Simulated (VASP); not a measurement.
# Be27N2 in VASP: further runs

One slab, Be27N2, is run at these levels: PBE+D3(BJ); tasks: single point.

All numbers are computed with VASP 6.6.1; they aren't measurements. Logs are shortened: lines on timing, memory, paths and dates and some standing lists are left out, and cuts for length are marked.

## 1. The structure

The cell holds a slab with vacuum, 29 atoms: a = 6.870 Å, b = 6.870 Å, c = 14.588 Å, α = 90.00°, β = 90.00°, γ = 60.00°.

The cell was built by a generator and needn't be a form met in nature.

## 2. Single point, PBE+D3(BJ)

File INCAR:

```
PREC     = Accurate       # precision mode
ENCUT    = 520            # plane-wave cutoff, eV
EDIFF    = 1E-6           # SCF threshold, eV
ISMEAR   = 0              # smearing method
SIGMA    = 0.15           # smearing width, eV
LREAL    = Auto         
LASPH    = T              # aspherical terms in the spheres
NELM     = 100            # most SCF steps
ALGO     = Fast           # electronic algorithm
ISIF     = 2              # what is computed and relaxed
LWAVE    = F              # write WAVECAR
LCHARG   = F              # write CHGCAR
GGA      = PE             # functional
IVDW     = 12             # dispersion correction
NBANDS   = 52             # bands
```

File KPOINTS:

```
regular mesh
0
Gamma
  4 4 1
```

File POSCAR:

```
Be27N2
1.0
    6.8700000000      0.0000000000      0.0000000000
    3.4350000000      5.9495950000      0.0000000000
    0.0000000000      0.0000000000     14.5884300000
Be N
27 2
Direct
    0.0000000000      0.0000000000      0.0685474722
    0.3333333333      0.0000000000      0.0685474722
    0.6666666667      0.0000000000      0.0685474722
    0.0000000280      0.3333332773      0.0685474722
    0.3333333613      0.3333332773      0.0685474722
    0.6666666947      0.3333332773      0.0685474722
   -0.0000000280      0.6666667227      0.0685474722
    0.3333333053      0.6666667227      0.0685474722
    0.6666666387      0.6666667227      0.0685474722
   -0.1108644496      0.2220354495      0.1933588467
    0.2221790996      0.2223870700      0.1934249950
    0.5554312008      0.2220645271      0.1933848262
   -0.1111466345      0.5554725994      0.1933378712
    0.2223849091      0.5554525980      0.1934472044
    0.5554139278      0.5557506015      0.1934005236
   -0.1112268852      0.8890840469      0.1934715387
    0.2221028643      0.8888137764      0.1933959309
    0.5557161669      0.8888878991      0.1933419155
    0.0000138724      0.0000319349      0.3183080016
    0.3333788368     -0.0000578191      0.3182530265
    0.6665964671      0.0000157994      0.3183727104
   -0.0000103237      0.3333487405      0.3181493828
    0.3333731601      0.3333052082      0.3184073954
    0.6666880846      0.3332171349      0.3180591057
   -0.0000314750      0.6666070548      0.3183564647
    0.3333007423      0.6667030277      0.3183094411
    0.6666846284      0.6667675699      0.3179806189
    0.6447337457      0.4901150414      0.5771339342
    0.8097467492      0.4795711305      0.5714695824
```

Potentials or basis: VASP PAW PBE potentials, release 64 (Be, N).

Launch:

```
cat potpaw_PBE.64/Be/POTCAR potpaw_PBE.64/N/POTCAR > POTCAR
mpirun -np 1 vasp_std > vasp.out
```

OUTCAR:

```text
PREC = Accurate
   ENCUT = 520
   EDIFF = 1E-6
   ISMEAR = 0
   LREAL = Auto
   LASPH = T
   NELM = 100
   ISIF = 2
   GGA = PE
   IVDW = 12
 IVDW          = 12

 ion  position               nearest neighbor table
   1  0.000  0.000  0.069-  10 2.25  17 2.25  16 2.25   8 2.29   4 2.29   6 2.29   7 2.29   3 2.29
                             2 2.29
   2  0.333  0.000  0.069-  18 2.25  17 2.25  11 2.25   8 2.29   4 2.29   5 2.29   9 2.29   1 2.29
                             3 2.29
   3  0.667  0.000  0.069-  18 2.25  12 2.25  16 2.25   7 2.29   6 2.29   9 2.29   5 2.29   1 2.29
                             2 2.29
   4  0.000  0.333  0.069-  13 2.25  10 2.25  11 2.25   2 2.29   1 2.29   5 2.29   6 2.29   9 2.29
                             7 2.29
   5  0.333  0.333  0.069-  12 2.25  11 2.25  14 2.25   2 2.29   3 2.29   4 2.29   6 2.29   7 2.29
                             8 2.29
   6  0.667  0.333  0.069-  10 2.25  15 2.25  12 2.25   3 2.29   1 2.29   4 2.29   5 2.29   8 2.29
                             9 2.29
   7  1.000  0.667  0.069-  13 2.25  14 2.25  16 2.25   3 2.29   1 2.29   9 2.29   8 2.29   5 2.29
                             4 2.29
   8  0.333  0.667  0.069-  15 2.25  17 2.25  14 2.25   2 2.29   1 2.29   7 2.29   9 2.29   6 2.29
                             5 2.29
   9  0.667  0.667  0.069-  13 2.25  18 2.25  15 2.25   3 2.29   2 2.29   7 2.29   8 2.29   4 2.29
[... 22 lines left out ...]
                            22 2.29
  21  0.667  0.000  0.318-  16 2.25  12 2.25  18 2.25  27 2.29  24 2.29  20 2.29  23 2.29  25 2.29
                            19 2.29
  22  1.000  0.333  0.318-  11 2.25  10 2.25  13 2.25  25 2.29  19 2.29  27 2.29  23 2.29  24 2.29
                            20 2.29
  23  0.333  0.333  0.318-  14 2.25  11 2.25  12 2.25  21 2.29  24 2.29  25 2.29  20 2.29  26 2.29
                            22 2.29
  24  0.667  0.333  0.318-  12 2.25  15 2.25  10 2.25  21 2.29  19 2.29  23 2.29  22 2.29  26 2.29
                            27 2.29
  25  1.000  0.667  0.318-  16 2.25  14 2.25  13 2.25  27 2.29  22 2.29  23 2.29  26 2.29  21 2.29
                            19 2.29
  26  0.333  0.667  0.318-  14 2.25  15 2.25  17 2.25  20 2.29  19 2.29  23 2.29  25 2.29  27 2.29
                            24 2.29
  27  0.667  0.667  0.318-  15 2.25  18 2.25  13 2.25  25 2.29  21 2.29  20 2.29  22 2.29  26 2.29
                            24 2.29
  28  0.645  0.490  0.577-  29 1.10
  29  0.810  0.480  0.571-  28 1.10

  LATTYP: Found a hexagonal cell.
 ALAT       =     6.8700004122
 C/A-ratio  =     2.1234976892

  Lattice vectors:

 A1 = (  -3.4350000000,  -5.9495950000,   0.0000000000)
 A2 = (   6.8700000000,   0.0000000000,   0.0000000000)
 A3 = (   0.0000000000,   0.0000000000,  14.5884300000)

Analysis of symmetry for initial positions (statically):
=====================================================================
 Subroutine PRICEL returns:
 Original cell was already a primitive cell.

 Routine SETGRP: Setting up the symmetry group for a
 hexagonal supercell.

 Subroutine GETGRP returns: Found  1 space group operations
 (whereof  1 operations were pure point group operations)
 out of a pool of 24 trial point group operations.

The static configuration has the point symmetry C_1 .

Analysis of symmetry for dynamics (positions and initial velocities):
=====================================================================
 Subroutine PRICEL returns:
 Original cell was already a primitive cell.

 Routine SETGRP: Setting up the symmetry group for a
 hexagonal supercell.

 Subroutine GETGRP returns: Found  1 space group operations
 (whereof  1 operations were pure point group operations)
 out of a pool of 24 trial point group operations.

The dynamic configuration has the point symmetry C_1 .

 Subroutine INISYM returns: Found  1 space group operations
 (whereof  1 operations are pure point group operations),
 and found     1 'primitive' translations

----------------------------------------------------------------------------------------

                                     Primitive cell

  volume of cell :     596.2834

  direct lattice vectors                    reciprocal lattice vectors
     6.870000000  0.000000000  0.000000000     0.145560408 -0.084039334  0.000000000
     3.435000000  5.949595000  0.000000000     0.000000000  0.168078668  0.000000000
     0.000000000  0.000000000 14.588430000     0.000000000  0.000000000  0.068547472

  length of vectors
     6.870000000  6.870000412 14.588430000     0.168078678  0.168078668  0.068547472

  position of ions in fractional coordinates (direct lattice)
     0.000000000  0.000000000  0.068547472
     0.333333333  0.000000000  0.068547472
     0.666666667  0.000000000  0.068547472
     0.000000028  0.333333277  0.068547472
     0.333333361  0.333333277  0.068547472
     0.666666695  0.333333277  0.068547472
[... 21 lines left out ...]
     0.644733746  0.490115041  0.577133934
     0.809746749  0.479571130  0.571469582

  ion indices of the primitive-cell ions
   primitive index   ion index
                 1           1
                 2           2
                 3           3
                 4           4
                 5           5
                 6           6
[... 21 lines left out ...]
                28          28
                29          29

----------------------------------------------------------------------------------------

 KPOINTS: regular mesh

Automatic generation of k-mesh.
 Grid dimensions read from file:
 generate k-points for:    4    4    1

 Generating k-lattice:

  Cartesian coordinates                     Fractional coordinates (reciprocal lattice)
     0.036390102 -0.021009833  0.000000000     0.250000000 -0.000000000  0.000000000
     0.000000000  0.042019667  0.000000000     0.000000000  0.250000000  0.000000000
     0.000000000  0.000000000  0.068547472     0.000000000  0.000000000  1.000000000

  Length of vectors
     0.042019669  0.042019667  0.068547472

  Shift w.r.t. Gamma in fractional coordinates (k-lattice)
     0.000000000  0.000000000  0.000000000

 Subroutine IBZKPT returns following result:
 ===========================================

 Found     10 irreducible k-points:

 Following reciprocal coordinates:
            Coordinates               Weight
  0.000000  0.000000  0.000000      1.000000
  0.250000 -0.000000  0.000000      2.000000
  0.250000  0.250000  0.000000      2.000000
  0.000000  0.250000  0.000000      2.000000
  0.500000 -0.000000  0.000000      1.000000
  0.500000  0.500000  0.000000      1.000000
  0.000000  0.500000  0.000000      1.000000
  0.500000  0.250000  0.000000      2.000000
  0.250000  0.500000  0.000000      2.000000
 -0.250000  0.250000  0.000000      2.000000
   k-points           NKPTS =     10   k-points in BZ     NKDIM =     10   number of bands    NBANDS=     52
   number of dos      NEDOS =    301   number of ions     NIONS =     29
   total plane-waves  NPLWV = 314928
   dimension x,y,z NGX =    54 NGY =   54 NGZ =  108
   dimension x,y,z NGXF=   108 NGYF=  108 NGZF=  216
   ions per type =              27   2
   NGX,Y,Z   is equivalent  to a cutoff of  13.07, 13.07, 12.31 a.u.
   NGXF,Y,Z  is equivalent  to a cutoff of  26.13, 26.13, 24.61 a.u.
 SYSTEM =  unknown system
   PREC   = accura    normal or accurate (medium, high low for compatibility)
   ISTART =      0    job   : 0-new  1-cont  2-samecut
   ICHARG =      2    charge: 1-file 2-atom 10-const
   ISPIN  =      1    spin polarized calculation?
   LNONCOLLINEAR =      F non collinear calculations
   LSORBIT =      F    spin-orbit coupling
   LASPH  =      T    aspherical Exc in radial PAW
   ENCUT  =  520.0 eV  38.22 Ry    6.18 a.u.  12.77 12.77 27.12*2*pi/ulx,y,z
   NELM   =    100;   NELMIN=  2; NELMDL= -5     # of ELM steps
   EDIFF  = 0.1E-05   stopping-criterion for ELM
   LREAL  =      T    real-space projection
   EDIFFG = 0.1E-04   stopping-criterion for IOM
   NSW    =      0    number of steps for IOM
   IBRION =     -1    ionic relax: 0-MD 1-quasi-New 2-CG
   NFREE  =      0    steps in history (QN), initial steepest desc. (CG)
   ISIF   =      2    stress and relaxation
   ISYM   =      2    0-nonsym 1-usesym 2-fastsym
   POTIM  = 0.5000    time-step for ionic-motion
   TEBEG  =    0.0;   TEEND  =   0.0 temperature during run
   PSTRESS=    0.0 pullay stress
   NELECT =      64.0000    total number of electrons
   NUPDOWN=      -1.0000    fix difference up-down
   EMIN   =  10.00;   EMAX   =-10.00  energy-range for DOS
   EFERMI =   0.00;   METHOD = LEGACY
   ISMEAR =     0;   SIGMA  =   0.15  broadening in eV -4-tet -1-fermi 0-gaus
   EFERMI_NEDOS =   21; number of points for ismear=-14 and -15
   IALGO  =     68    algorithm
   IMIX   =      4    mixing-type and parameters
     AMIX     =   0.40;   BMIX     =  1.00
     AMIX_MAG =   1.60;   BMIX_MAG =  1.00
  volume/ion in A,a.u.               =      20.56       138.76
  Fermi-wavevector in a.u.,A,eV,Ry     =   0.778008  1.470221  8.235553  0.605296
  Thomas-Fermi vector in A             =   1.880814
   LORBIT       =      0    0 simple, 1 ext, 2 COOP (PROOUT), +10 PAW based schemes
   GGA     = PE    functional components
   LHFCALC =     F    Hartree Fock is set to
   AEXX    =    0.0000 exact exchange contribution
   IVDW    =    12    specifies the selected vdW correction
   LEPSILON=     F    determine dielectric tensor
   LRPA    =     F    only Hartree local field effects (RPA)
 non-spin polarized calculation
 RMM-DIIS sequential band-by-band and
 Gauss-broadening in eV      SIGMA  =   0.15
  energy-cutoff  :      520.00
  volume of cell :      596.28
 maximum number of plane-waves:     16072
 NGX is ok and might be reduce to    54
   NGX = 25   NGY = 25   NGZ = 55

 number of electron      64.0000001 magnetization

 Free energy of the ion-electron system (eV)
  ---------------------------------------------------
  ext. energy  EPLUGINS =         0.00000000
  ---------------------------------------------------
  free energy    TOTEN  =      -109.01066322 eV

  energy without entropy =     -108.85251705  energy(sigma->0) =     -108.93159013

 E-fermi :  -0.7413     XC(G=0):  -5.7797

 val. band max:       -0.7415777588   @ k =   0.5000   0.5000   0.0000
 cond. band min:      -0.7410269613   @ k =   0.5000  -0.0000   0.0000
 fundamental gap:      0.0005507975
 Fermi energy:        -0.7413045565

 k-point     1 :       0.0000    0.0000    0.0000
  band No.  band energies     occupation
      1     -23.8368      2.00000
      2     -10.2757      2.00000
      3      -8.9531      2.00000
      4      -8.0513      2.00000
      5      -7.1460      2.00000
      6      -7.1277      2.00000
[... 459 lines left out ...]
     43       2.7261      0.00000
     44       3.3574      0.00000
 [bands above 44 left out]

------------------------ aborting loop because EDIFF is reached ----------------------------------------

 Edisp (eV)   -6.04947

 E8    (eV) :    -2.1897

  FORCE on cell =-STRESS in cart. coord.  units (eV):
  Direction    XX          YY          ZZ          XY          YZ          ZX
  --------------------------------------------------------------------------------------
  -------------------------------------------------------------------------------------
  Total     -24.69441   -26.56926    -0.08095    -0.10841     0.00944    -0.14011
  in kB     -66.35238   -71.39000    -0.21752    -0.29128     0.02536    -0.37646
  external pressure =      -45.99 kB  Pullay stress =        0.00 kB

 VOLUME and BASIS-vectors are now :
 -----------------------------------------------------------------------------
  energy-cutoff  :      520.00
  volume of cell :      596.28
      direct lattice vectors                 reciprocal lattice vectors
     6.870000000  0.000000000  0.000000000     0.145560408 -0.084039334  0.000000000
     3.435000000  5.949595000  0.000000000     0.000000000  0.168078668  0.000000000
     0.000000000  0.000000000 14.588430000     0.000000000  0.000000000  0.068547472

 POSITION                                       TOTAL-FORCE (eV/Angst)
 -----------------------------------------------------------------------------------
      0.00000      0.00000      1.00000        -0.001802     -0.004992     -0.007659
      2.29000      0.00000      1.00000         0.000421      0.002764     -0.005069
      4.58000      0.00000      1.00000         0.001092      0.000512     -0.006567
      1.14500      1.98320      1.00000         0.002269     -0.002346     -0.006765
      3.43500      1.98320      1.00000        -0.001295     -0.002113     -0.005714
      5.72500      1.98320      1.00000        -0.001153     -0.000654     -0.004941
[... 21 lines left out ...]
      6.11287      2.91599      8.41948        -1.728436      0.099692      0.126100
      7.21029      2.85325      8.33684         1.728424     -0.099248     -0.135322
 -----------------------------------------------------------------------------------
    total drift:                                0.000463      0.000667      0.000506

  FREE ENERGIE OF THE ION-ELECTRON SYSTEM (eV)
  ---------------------------------------------------
  free  energy   TOTEN  =      -115.0601325630 eV

  energy  without entropy=     -114.9019863928  energy(sigma->0) =     -114.98105948
```

Wall time 9.5 min (1 thread of AMD EPYC 9R45 (Zen 5), shared host); peak memory 0.65 GiB.

Results:

| Quantity | Value |
| --- | --- |
| Free energy | -115.0601 eV |
| Largest force | 1.737 eV/Å |
| Band gap on the k mesh | none (metal or under the smearing width) |
| Dispersion energy per atom | -0.209 eV |

Forces in eV/Å, atoms in the order of the input:
```
Be  -0.002 -0.005 -0.008
Be   0.000  0.003 -0.005
Be   0.001  0.001 -0.007
Be   0.002 -0.002 -0.007
Be  -0.001 -0.002 -0.006
Be  -0.001 -0.001 -0.005
Be   0.004  0.004 -0.004
Be  -0.003  0.002 -0.007
Be  -0.001  0.001 -0.007
Be  -0.001  0.001 -0.002
Be   0.000 -0.002 -0.001
Be   0.001  0.000  0.000
Be   0.000  0.000  0.001
Be   0.000  0.001  0.000
Be   0.000 -0.001 -0.003
Be   0.000 -0.001 -0.001
Be   0.001  0.000  0.002
Be  -0.001  0.001  0.000
Be  -0.001  0.001  0.008
Be   0.000 -0.001  0.010
Be   0.001 -0.001  0.006
Be   0.000 -0.002  0.010
Be   0.001  0.001  0.006
Be  -0.001  0.000  0.005
Be   0.000  0.001  0.006
Be   0.002 -0.001  0.009
Be  -0.002  0.002  0.008
N   -1.728  0.100  0.126
N    1.728 -0.099 -0.135
```

Levels at points of the mesh, in eV from the Fermi level:
```csv
k point,band 29,band 30,band 31,band 32,band 33,band 34,band 35,band 36
"(0.00, 0.00, 0.00)",-0.62,-0.22,-0.20,0.84,0.85,0.89,0.89,1.82
"(0.50, 0.00, 0.00)",-0.75,-0.74,0.00,0.00,0.00,0.00,1.23,1.24
"(0.50, 0.50, 0.00)",-0.75,-0.74,0.00,0.00,0.00,0.00,1.23,1.24
"(0.00, 0.50, 0.00)",-0.75,-0.73,0.00,0.00,0.00,0.00,1.22,1.23
```

Caveat: the standard files for N, O and F lose accuracy on very short bonds.

[end of part 1 of 2]
